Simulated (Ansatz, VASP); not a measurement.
# Cross-check of ScIr3C between VASP and Ansatz, part 2 of 2

One calculation is typed for both programs; each brings its own data sets. How far apart do they land? The cell is taken from a series of runs on this material, whose earlier steps may have relaxed, scaled, displaced or heated it; both programs get it as it stands.

VASP 6.6.1 and Ansatz 0.2.0.

So far: The structure; VASP: relaxation of cell and atoms, PBEsol, pair 1.

## Step 3: Ansatz: relaxation of cell and atoms, PBEsol, pair 1

Level of this step: Ansatz beside VASP: Kohn-Sham DFT, plane waves, PBEsol (Ansatz).

Ansatz runs on its PAW soft_1 files.

The same cell, functional, mesh and smearing now go to Ansatz, which takes its cutoff from its data sets.

The input, input.yaml:

```yaml
crystal:
  lattice:
    - [4.5856197185, 0.0, 0.0]
    - [0.0, 4.5856197185, 0.0]
    - [0.0, 0.0, 4.5856197185]
  atoms:
    - { symbol: Sc, position: [0.0, 0.0, 0.0] }
    - { symbol: Ir, position: [0.5, 0.0, 0.0] }
    - { symbol: Ir, position: [0.0, 0.5, 0.0] }
    - { symbol: Ir, position: [0.0, 0.0, 0.5] }
    - { symbol: C, position: [0.5, 0.5, 0.5] }
kpoints:
  mp_grid: { grid: [8, 8, 8] }
hamiltonian:
  xc: pbesol
  pseudopotentials: { kind: paw, azcp: { folder: soft_1 }, xc_functional: pbe }
scf:
  occupations: { method: methfessel_paxton, width: 0.2 }
output:
  forces: true
  stress: true
  eigenvalues: true
relax:
  adjacent_minimum: "off"
  f_tol: 0.001
  max_steps: 60
  cell: { stress_tol: 0.01 }
```

Started as:

```sh
$ ansatz run input.yaml --threads 4 --pin off --max-ram 10240MiB --backend cpu --events-out ev --progress --plain --runs-dir out
```

Numbers of over 12 decimals in the logs are rounded to 6 here.

The log of the run:

```text
Engine: ansatz 0.2.0, x86_64-unknown-linux-gnu
Pseudopotentials: kind: paw
Pseudopotential: Sc, paw, valence charge 11, recommended cutoff 420 eV (normal), soft_1/Sc.paw.azcp
Pseudopotential: Ir, paw, valence charge 17, recommended cutoff 420 eV (normal), soft_1/Ir.paw.azcp
Pseudopotential: C, paw, valence charge 4, recommended cutoff 420 eV (normal), soft_1/C.paw.azcp
Functional definition: PBEsol
  exchange = pbesol_x
  correlation = pbesol_c
Crystal: 5 atoms, lattice volume = 96.426 Å³
Basis set: ecut = 420 eV, 1863 PW (Γ), exchange–correlation on 64×64×64 points (8 copies of the dense FFT grid, shifted against one another)
Bands: 40, of which v1, the nominal top of the filled ones, is band 33 counted from 1 (32 counted from 0)
Symmetry: 48 space group operations
Space group: Pm-3m (ITA 221), of the structure as read, at distance tolerance 4.6e-5 Å
k-points: 35 of 512
Non-local potential: Sc, projectors of the file, l = 0: 3, l = 1: 2, l = 2: 3, l = 3: 1
Non-local potential: Ir, projectors of the file, l = 0: 3, l = 1: 2, l = 2: 2, l = 3: 1
Non-local potential: C, projectors of the file, l = 0: 2, l = 1: 2, l = 2: 1
PAW form: soft (Blöchl's): semilocal exchange-correlation on the pseudo side does not see the compensation charge
PAW frozen core: Sc, regenerated for the run's functional, and the local potential with it (the file was generated under x = pbe(κ = 0.804, μ = 0.219515), c = pbe(β = 0.066725))
PAW frozen core: Ir, regenerated for the run's functional, and the local potential with it (the file was generated under x = pbe(κ = 0.804, μ = 0.219515), c = pbe(β = 0.066725))
PAW frozen core: C, regenerated for the run's functional, and the local potential with it (the file was generated under x = pbe(κ = 0.804, μ = 0.219515), c = pbe(β = 0.066725))
PAW one-centre angular grid: Sc, 590 points (default); XC on 64 Gauss nodes
PAW one-centre angular grid: Ir, 590 points (default); XC on 64 Gauss nodes
PAW one-centre angular grid: C, 110 points (default); XC on 64 Gauss nodes
Initial density: superposition of atomic densities (chi_scale 0.1, normalization cell), built separately for each of the 2 bonded fragments (scf.initial_density.interfragment_charge_transfer: auto; true builds it for the cell as a whole; a typed value also counts as a typed key of the start: scf.initial_density.chi_scale says what that changes, if anything)
Initial wavefunctions: pseudopotential atomic-orbital guess
Functional: x = pbesol(κ = 0.804, μ = 0.123457), c = pbesol(β = 0.046)
SCF iter   1: F=—  HF=-37750.693245 eV  |F-HF|=—  |Δ(HF+E_count)|=         —  Δρ=1.33e-1  dr2=4.48e1  ethr=3.10e-3  ⟨swp⟩=4.9  Hψ=4568  notcnv=0
preconditioner: auto → Kerker (q_TF=auto, 2.561 Å⁻¹)  [metal: Δε(μ)=0.011 eV  Ē_g=4.385 eV  σ=0.200 eV  W_gap=0.05  n_scr=26 (ndim 8)  ℏωp=22.0 eV  f_vac=0.000  D(μ)=7.45/eV (n_scr^D=80)]
SCF iter   2: F=—  HF=-37746.249103 eV  |F-HF|=—  |Δ(HF+E_count)|=    4.44e0  S|Δr|=    0.00e0  Δρ=7.01e-2  dr2=1.40e1  ethr=3.10e-3  ⟨swp⟩=2.5  Hψ=2517  notcnv=0  defer=26
SCF iter   3: F=—  HF=-37744.315987 eV  |F-HF|=—  |Δ(HF+E_count)|=    1.93e0  S|Δr|=    0.00e0  Δρ=4.78e-2  dr2=4.08e0  ethr=3.10e-3  ⟨swp⟩=2.7  Hψ=2541  notcnv=0  defer=27
SCF iter   4: F=—  HF=-37743.903183 eV  |F-HF|=—  |Δ(HF+E_count)|=   4.13e-1  S|Δr|=    0.00e0  Δρ=2.34e-2  dr2=9.70e-1  ethr=3.10e-3  ⟨swp⟩=2.7  Hψ=1851  notcnv=0  defer=2
SCF iter   5: F=—  HF=-37743.767510 eV  |F-HF|=—  |Δ(HF+E_count)|=   1.36e-1  S|Δr|=    0.00e0  Δρ=6.07e-3  dr2=7.38e-2  ethr=1.47e-3  ⟨swp⟩=2.3  Hψ=2290  notcnv=0  defer=2
SCF iter   6: F=—  HF=-37743.763689 eV  |F-HF|=—  |Δ(HF+E_count)|=   3.82e-3  S|Δr|=    0.00e0  Δρ=3.32e-3  dr2=2.15e-2  ethr=1.12e-4  ⟨swp⟩=1.1  Hψ=1545  notcnv=0  defer=3
SCF iter   7: F=—  HF=-37743.761425 eV  |F-HF|=—  |Δ(HF+E_count)|=   2.26e-3  S|Δr|=    0.00e0  Δρ=9.27e-4  dr2=1.74e-3  ethr=3.26e-5  ⟨swp⟩=1.1  Hψ=1398  notcnv=0  defer=3
SCF iter   8: F=—  HF=-37743.761240 eV  |F-HF|=—  |Δ(HF+E_count)|=   1.85e-4  S|Δr|=    0.00e0  Δρ=9.30e-5  dr2=1.30e-5  ethr=2.64e-6  ⟨swp⟩=1.6  Hψ=1466  notcnv=0  defer=3
SCF iter   9: F=—  HF=-37743.761198 eV  |F-HF|=—  |Δ(HF+E_count)|=   4.17e-5  S|Δr|=    0.00e0  Δρ=5.61e-5  dr2=5.80e-6  ethr=1.97e-8  ⟨swp⟩=2.0  Hψ=1818  notcnv=0  defer=3
SCF iter  10: F=-37743.761198 eV  HF=-37743.761198 eV  |F-HF|=2.93e-8  |Δ(HF+E_count)|=   5.70e-7  S|Δr|=    0.00e0  Δρ=5.30e-6  dr2=4.34e-8  ethr=1.52e-10  ⟨swp⟩=4.8  Hψ=5310  notcnv=0
the search or the solves at the SCF's close seem to have found levels that the self-consistency loop had missed (the run counts 1). By its estimate they hold under 1e-12 electrons; where the run keeps them, the occupations were computed again with them
SCF 1 converged in 10 iterations: F = -37743.761198 eV  dr2 = 4.34e-8
  greatest PAW one-centre occupation: 1.000 electrons in one spin orbital (limit 2), on the Ir atom at site 3 (counted from 0), in its partial waves of l = 0
relax step   1: F+E_penalty+E_count = -37743.76119763 eV  Δ(F+E_penalty+E_count) = +0.000e0 eV  max|allowed force component| = 2.861e-29 eV/Å  Δτ_max = 0.0000 Å  P = -0.068 GPa  Ω = 96.426 Å³  (10 SCF iters, dr2 threshold 1.00e-7 eV, accepted)
[...]
relax step   2: F+E_penalty+E_count = -37743.76123310 eV  Δ(F+E_penalty+E_count) = -3.547e-5 eV  max|allowed force component| = 1.362e-29 eV/Å  Δτ_max = 0.0000 Å  P = +0.007 GPa  Ω = 96.359 Å³  energy of the carried Pulay correction = +2.263e-5 eV  (5 SCF iters, dr2 threshold 1.15e-8 eV, accepted)
[...]
relax step   3: F+E_penalty+E_count = -37743.76121920 eV  Δ(F+E_penalty+E_count) = +1.390e-5 eV  max|allowed force component| = 7.289e-29 eV/Å  Δτ_max = 0.0000 Å  P = +0.007 GPa  Ω = 96.359 Å³  stress off target by 6.67e-3 GPa  SCF on the basis re-selected at this cell (its energy is not comparable with the rows above)  (6 SCF iters)
basis re-selected at this cell: Δ(F+E_penalty+E_count) = +1.390e-5 eV, ΔP = -0.000 GPa vs the last step (what re-selecting the basis moved, of the pressure what is left beyond the Pulay correction that the steps carried, after the strain that the cell walked since its last selection, with what the two solves' SCF thresholds leave and, on support functions, any second-order correction that the steps lacked; it is no m [...]
SCF converged after 6 iterations
Stability not checked: this state was not tested for a lower state beside it, because cold or Methfessel-Paxton smearing, or corrected tetrahedra, fill the levels in a way that the test cannot read (fill_not_monotonic; see scf.lower_state_search)
Free energy (F): -37743.761219 eV
Harris-Foulkes:  -37743.761219 eV  (|F-HF|=1.46e-11)
Internal energy: -37743.758062 eV  (E = F + TS)
E sigma→0 (E₀):  -37743.760430 eV
Entropy (-TS):   -0.003157 eV (-0.631 meV/atom)
Fermi energy:    12.038076 eV
--- Per-component energies (eV) ---
  E_band       = -955.083476
  E_kinetic    = 1914.233584
  E_local      = -7203.379898  (includes V_loc(G=0)·N_el)
  E_nonlocal   = 757.833527
  E_hartree    = 2764.601492
  E_xc         = -808.378567
  E_vxc        = -917.887516  (∫ρ·V_xc dr)
  E_paw        = -28456.535084  (= ΣΔE_a)
  E_vpaw       = -1035.087277  (= ΣTr[D̂ρ^β])
  E_aug_tail   = 0.001139  (compensation charges beyond the density's cutoff)
  E_ewald      = -6713.080425
  E_core_change = 0.946170  (= ΣΔE_core)
  E_smearing   = -0.003157  (= −TS)
  E_closure    = 0.000000  (closes the sum)
  Σ components = -37743.761219   (vs F -37743.761219, Δ=0.00e0)
--- Forces (eV/Å), atoms counted from 1 ---
  atom   1  Sc     0.00000000     0.00000000     0.00000000
  atom   2  Ir     0.00000000    -0.00000000    -0.00000000
  atom   3  Ir     0.00000000    -0.00000000     0.00000000
  atom   4  Ir     0.00000000     0.00000000    -0.00000000
  atom   5  C      0.00000000    -0.00000000    -0.00000000
  max |Σ_I F_I| component: 9.83e-29 eV/Å
--- Stress (GPa, compression-positive) ---
        0.006673       0.000000       0.000000
        0.000000       0.006673      -0.000000
        0.000000      -0.000000       0.006673
  P = ⅓ Tr σ = 0.0067 GPa (0.067 kbar)
--- Band table (eV; the first three rows and the last of 35) ---
  k-point 0: bands = [... 29 lower, 11.2721, 11.2721, 11.2721, 12.2565, 12.2565, 12.2565, 12.4898, 14.8396, ... 3 higher]
  k-point 1: bands = [... 29 lower, 11.4685, 11.6482, 11.6482, 12.1851, 12.1851, 12.2567, 12.3986, 14.5191, ... 3 higher]
  k-point 2: bands = [... 29 lower, 11.4352, 11.4352, 11.5985, 12.1271, 12.2571, 12.4354, 12.4354, 14.0850, ... 3 higher]
  k-point 34: bands = [... 29 lower, 11.1580, 11.7005, 11.7005, 12.2317, 12.2317, 12.2317, 13.6557, 14.1998, ... 3 higher]
--- Relaxed structure (2 steps of the walk, 2 accepted, 1 SCFs on fresh bases) ---
  F+E_penalty+E_count = -37743.76121920 eV   max|allowed force component| = 7.289e-29 eV/Å   (the final SCF, on the basis selected at the relaxed cell)
  cell:  # Å, volume = 96.3586 Å³
    - [4.584552, 0, 0.0]
    - [0, 4.584552, 0.0]
    - [0, 0.0, 4.584552]
  atoms:
    - { symbol: Sc, position: [0, 0, 0] }
    - { symbol: Ir, position: [0.500000, 0, 0] }
    - { symbol: Ir, position: [0, 0.500000, 0] }
    - { symbol: Ir, position: [0, 0, 0.500000] }
    - { symbol: C, position: [0.500000, 0.500000, 0.500000] }
```

Reading the cycles: dr2 is the Hartree energy of the density residual (eV), the measure of convergence; HF is the Harris–Foulkes estimate of the energy, which meets the free energy F at convergence.

## Step 4: Comparison

Known differences besides the potentials themselves: the data sets hold 66 valence electrons in Ansatz (on its PAW soft_1 files) and 42 in VASP; the cutoff is 420 eV in Ansatz and 600 eV in VASP; Ansatz makes its cores anew for this functional, VASP keeps those of its PBE data sets; Ansatz adds a Pulay correction to the stress that steers its cell, VASP none. Total energies have different zeros and are not compared.

The two programs side by side:

```
                                         quantity  Ansatz   VASP  difference
                                      volume (Å³)   96.36  97.29     -0.96 %
edge a after relaxation, in the typed setting (Å)   4.585  4.599     -0.32 %
```

## Step 5: VASP: relaxation of cell and atoms, PBEsol, pair 2

The relaxed volume is the usual yardstick between codes: in a stiff, nearly cubic crystal its relative difference is about their pressure difference at one cell divided by the bulk modulus. Its start cell is another than that of the pair before, and may be another structure of the material.

The input, INCAR:

```
SYSTEM = ScIr3C
PREC = Accurate
ENCUT = 600
EDIFF = 1E-07
NELM = 120
ISMEAR = 1
SIGMA = 0.2
LREAL = .FALSE.
ALGO = Normal
GGA = PS
NBANDS = 27
LASPH = .TRUE.
LORBIT = 11
LWAVE = .FALSE.
LCHARG = .FALSE.
ISIF = 3
IBRION = 2
NSW = 80
EDIFFG = -0.005
GGA_COMPAT = .FALSE.
NELMIN = 4
KPAR = 2
```

The input, POSCAR:

```
ScIr3C
1.0
    3.6100860000      2.0842840000      1.7804060000
   -3.6100860000      2.0842840000      1.7804060000
    0.0000000000     -4.1685680000      1.7804060000
Sc Ir C
1 3 1
Direct
    0.8118869142      0.8118869142      0.8118869142
    0.1039904387      0.1039904387      0.4858956877
    0.4858955779      0.1039905485      0.1039904387
    0.1039905485      0.4858955779      0.1039904387
    0.4230038916      0.4230038916      0.4230038916
```

The input, KPOINTS:

```
Automatic mesh
0
Gamma
9 9 9
0 0 0
```

The projector-augmented-wave data sets are Sc_sv, Ir and C (PBE family, release 64).

Started as:

```sh
$ mpirun -np 2 vasp_std
```

The log of the run:

```text
[banner, memory and clock lines left out]
running    2 mpi-ranks, on    1 nodes
[...]
[... a notice as in an earlier step ...]

 LDA part: xc-table for (Slater+PW92), standard interpolation
 POSCAR, INCAR and KPOINTS ok, starting setup
[...]
entering main loop
       N       E                     dE             d eps       ncg     rms          rms(c)
DAV:   1     0.538019188672E+03    0.53802E+03   -0.21061E+04  4590   0.179E+03
DAV:   2     0.138121759421E+02   -0.52421E+03   -0.51372E+03  4598   0.529E+02
DAV:   3    -0.434325482194E+02   -0.57245E+02   -0.54641E+02  7493   0.165E+02
DAV:   4    -0.471954797974E+02   -0.37629E+01   -0.36619E+01  7340   0.475E+01
[...]
DAV:  13    -0.429098773536E+02    0.55416E-05   -0.17604E-05  7029   0.392E-02    0.848E-03
DAV:  14    -0.429098776947E+02   -0.34112E-06   -0.23388E-06  7354   0.135E-02    0.241E-03
DAV:  15    -0.429098776974E+02   -0.27280E-08   -0.22414E-07  3979   0.453E-03
   1 F= -.42909878E+02 E0= -.42910039E+02  d E =-.429099E+02
[... from here on, the cycles between the ionic steps are left out ...]
   2 F= -.42877791E+02 E0= -.42877883E+02  d E =0.320869E-01
   3 F= -.42914778E+02 E0= -.42914884E+02  d E =-.490044E-02
   4 F= -.42914778E+02 E0= -.42914884E+02  d E =-.490045E-02
   5 F= -.42915095E+02 E0= -.42915189E+02  d E =-.316377E-03
   6 F= -.42915141E+02 E0= -.42915230E+02  d E =-.363155E-03
   7 F= -.42915299E+02 E0= -.42915333E+02  d E =-.157339E-03
   8 F= -.42915328E+02 E0= -.42915315E+02  d E =-.186785E-03
   9 F= -.42915364E+02 E0= -.42915311E+02  d E =-.361651E-04
  10 F= -.42915371E+02 E0= -.42915328E+02  d E =-.425489E-04
  11 F= -.42915381E+02 E0= -.42915337E+02  d E =-.106800E-04
  12 F= -.42915384E+02 E0= -.42915337E+02  d E =-.130766E-04
  13 F= -.42915388E+02 E0= -.42915343E+02  d E =-.381498E-05
[...]
trial-energy change:   -0.000004  1 .order   -0.000004   -0.000004   -0.000003
 step:   1.9842(harm=  2.0885)  dis= 0.00038  next Energy=   -42.915392 (dE=-0.868E-05)
 reached required accuracy - stopping structural energy minimisation
```

OUTCAR, selected parts (step 5):

```text
  Total       -0.0025954     -0.0025954      0.0165256      0.0000000      0.0000000      0.0000000
  in kB       -0.0514878     -0.0514878      0.3278396      0.0000000      0.0000000      0.0000000
  external PRESSURE =       0.0749546 kB  Pullay stress =       0.0000000 kB

 POSITION                                       TOTAL-FORCE (eV/Angst)
 -----------------------------------------------------------------------------------
     -0.00000      0.00000      4.35816        -0.000000     -0.000000     -0.003687
     -0.00000     -1.59304      1.23552        -0.000000     -0.001418      0.002205
      1.37961      0.79652      1.23552         0.001228      0.000709      0.002205
     -1.37961      0.79652      1.23552        -0.001228      0.000709      0.002205
     -0.00000      0.00000      2.28148        -0.000000      0.000000     -0.002929
 -----------------------------------------------------------------------------------
    total drift:                                0.000000     -0.000165     -0.000329

  FREE ENERGIE OF THE ION-ELECTRON SYSTEM (eV)
  ---------------------------------------------------
  free  energy   TOTEN  =       -42.9153875251 eV

  energy  without entropy=      -42.9152534640  energy(sigma->0) =      -42.91534284

[... 1 part as in an earlier step ...]

[... 3 further parts left out ...]
[key lines of the parts left out:]
E-fermi :   5.8874
```

## Step 6: Ansatz: relaxation of cell and atoms, PBEsol, pair 2

The same cell, functional, mesh and smearing now go to Ansatz, which takes its cutoff from its data sets.

The cell is taken from a series of runs on this material, whose earlier steps may have relaxed, scaled, displaced or heated it; both programs get it as it stands.

input.yaml, the sections that differ from step 3:

```yaml
crystal:
  lattice:
    - [3.6100860724, 2.0842841657, 1.7804061781]
    - [-3.6100860724, 2.0842841657, 1.7804061781]
    - [0.0, -4.1685683313, 1.7804061781]
  atoms:
    - { symbol: Sc, position: [0.8118867951, 0.8118867951, 0.8118867951] }
    - { symbol: Ir, position: [0.1039905187, 0.1039905187, 0.4858956462] }
    - { symbol: Ir, position: [0.4858956462, 0.1039905187, 0.1039905187] }
    - { symbol: Ir, position: [0.1039905187, 0.4858956462, 0.1039905187] }
    - { symbol: C, position: [0.4230038042, 0.4230038042, 0.4230038042] }
kpoints:
  mp_grid: { grid: [9, 9, 9] }
# hamiltonian, scf, output, relax: as in step 3
```

Started as:

```sh
$ ansatz run input.yaml --threads 4 --pin off --max-ram 10240MiB --backend cpu --events-out ev --progress --plain --runs-dir out
```

The log of the run:

```text
[...]
Crystal: 5 atoms, lattice volume = 80.379 Å³
Basis set: ecut = 420 eV, 1565 PW (Γ), exchange–correlation on 64×64×64 points (8 copies of the dense FFT grid, shifted against one another)
Bands: 40, of which v1, the nominal top of the filled ones, is band 33 counted from 1 (32 counted from 0)
Symmetry: 6 space group operations
[...]
k-points: 85 of 729 (time reversal used)
[...]
cell:  # Å, volume = 80.4025 Å³
    - [3.610368, 2.084447, 1.780640]
    - [-3.610368, 2.084447, 1.780640]
    - [0, -4.168894, 1.780640]
  atoms:
    - { symbol: Sc, position: [0.811935, 0.811935, 0.811935] }
    - { symbol: Ir, position: [0.104006, 0.104006, 0.485715] }
    - { symbol: Ir, position: [0.485715, 0.104006, 0.104006] }
    - { symbol: Ir, position: [0.104006, 0.485715, 0.104006] }
    - { symbol: C, position: [0.423106, 0.423106, 0.423106] }
[key lines of the parts left out:]
SCF converged after 5 iterations
Free energy (F): -37756.680001 eV
Fermi energy:    16.009140 eV
P = ⅓ Tr σ = 0.0004 GPa (0.004 kbar)
```

## Step 7: Differences

What differs besides the data sets and the points named for the pairs above, as far as they apply: the data sets hold 66 valence electrons in Ansatz (on its PAW soft_1 files) and 42 in VASP. Total energies have different zeros and are not compared.

Compared:

```
                                         quantity  Ansatz   VASP  difference
                                      volume (Å³)   80.40  80.76     -0.44 %
edge a after relaxation, in the typed setting (Å)   4.533  4.537     -0.08 %
```

## Step 8: Results

| Item | Value |
| --- | --- |
| difference in volume (relaxation of cell and atoms, PBEsol, pair 1) | -0.96 % |
| difference in volume (relaxation of cell and atoms, PBEsol, pair 2) | -0.44 % |

The difference in volume is -0.96 % (relaxation of cell and atoms, PBEsol, pair 1), within the 1.2 % picked in this series as the mark of a large difference, as far as the stopping tolerances let one tell. The data sets hold unlike numbers of valence electrons (66 in Ansatz and 42 in VASP), so part of the differences comes from the potentials. 1 further run of this series is not shown here. How closely two codes agree says nothing of how well the functional describes the real material.

[Lines on the potential files, build, host, timing and source positions are cut from VASP's logs without a mark.]

[Logs are printed without paths, hosts, clocks, repeated set-up lines and the standing remarks that a program may print on its own settings, such as how far it seeks lower states.]

[Hosts, paths, dates, database ids (printed as entryN), source tags and the programs' standing remarks are cut or masked in the printed files.]
